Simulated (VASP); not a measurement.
OSZICAR of a VASP run on RhN (relaxed from the zinc blende structure, space group F-43m):

File OSZICAR:
```
       N       E                     dE             d eps       ncg     rms          rms(c)
DAV:   1     0.169745525098E+03    0.16975E+03   -0.12430E+04  2016   0.151E+03
DAV:   2    -0.129841063560E+02   -0.18273E+03   -0.17854E+03  2334   0.416E+02
DAV:   3    -0.181181264990E+02   -0.51340E+01   -0.50839E+01  2274   0.762E+01
DAV:   4    -0.181552805044E+02   -0.37154E-01   -0.37151E-01  2340   0.689E+00
DAV:   5    -0.181556683970E+02   -0.38789E-03   -0.38789E-03  2316   0.679E-01    0.246E+01
DAV:   6    -0.167868176709E+02    0.13689E+01   -0.13841E+01  2372   0.446E+01    0.108E+01
DAV:   7    -0.159811330346E+02    0.80568E+00   -0.29775E+00  2314   0.231E+01    0.802E+00
DAV:   8    -0.159575318528E+02    0.23601E-01   -0.17451E-01  2166   0.418E+00    0.984E-01
DAV:   9    -0.159565612120E+02    0.97064E-03   -0.42907E-03  2472   0.638E-01    0.215E-01
DAV:  10    -0.159564707038E+02    0.90508E-04   -0.63826E-04  2202   0.270E-01    0.879E-02
DAV:  11    -0.159564575174E+02    0.13186E-04   -0.78432E-05  2286   0.739E-02    0.923E-03
DAV:  12    -0.159564573607E+02    0.15676E-06   -0.21348E-06  1860   0.175E-02
   1 F= -.15956457E+02 E0= -.15956077E+02  d E =-.159565E+02
       N       E                     dE             d eps       ncg     rms          rms(c)
DAV:   1    -0.159593085174E+02   -0.28510E-02   -0.45645E-02  2016   0.296E+00    0.419E-01
DAV:   2    -0.159572426085E+02    0.20659E-02   -0.14588E-02  2028   0.161E+00    0.206E-01
DAV:   3    -0.159564644714E+02    0.77814E-03   -0.18597E-03  2104   0.554E-01    0.930E-02
DAV:   4    -0.159564315549E+02    0.32917E-04   -0.33951E-04  2118   0.190E-01    0.281E-02
DAV:   5    -0.159564297386E+02    0.18163E-05   -0.14609E-05  2370   0.421E-02    0.132E-02
DAV:   6    -0.159564280176E+02    0.17210E-05   -0.45078E-06  2388   0.193E-02    0.101E-03
DAV:   7    -0.159564280905E+02   -0.72911E-07   -0.15563E-07  1008   0.465E-03
   2 F= -.15956428E+02 E0= -.15956064E+02  d E =0.292701E-04
       N       E                     dE             d eps       ncg     rms          rms(c)
DAV:   1    -0.159575546582E+02   -0.11266E-02   -0.16981E-02  2016   0.181E+00    0.257E-01
DAV:   2    -0.159567744511E+02    0.78021E-03   -0.54676E-03  2028   0.983E-01    0.125E-01
DAV:   3    -0.159564886515E+02    0.28580E-03   -0.69698E-04  2104   0.339E-01    0.545E-02
DAV:   4    -0.159564786165E+02    0.10035E-04   -0.12607E-04  2118   0.116E-01    0.166E-02
DAV:   5    -0.159564797943E+02   -0.11778E-05   -0.55840E-06  2370   0.260E-02    0.774E-03
DAV:   6    -0.159564804805E+02   -0.68624E-06   -0.16834E-06  1794   0.120E-02
   3 F= -.15956480E+02 E0= -.15956106E+02  d E =-.231199E-04
```

Problem. Which electronic solver shows in the log?

Solution. It is blocked Davidson (ALGO = Normal, or the opening steps of other solvers). The INCAR had ALGO = Normal.

Problem. Can the final energy be trusted as converged?

Solution. The calculation finished and met its thresholds. It stopped with EDIFF = 1E-6, NELM = 100, NSW = 60 and EDIFFG = -0.01 after 3 ionic steps (PBEsol GGA, plane waves, VASP's PBE PAW potentials (set 64)).

The structure was generated: RhN was put into the zinc blende type (F-43m), which need not be its known phase. This run relaxes it. Symmetry was kept, so distortions that lower it aren't found. The start is the result of an earlier pass.
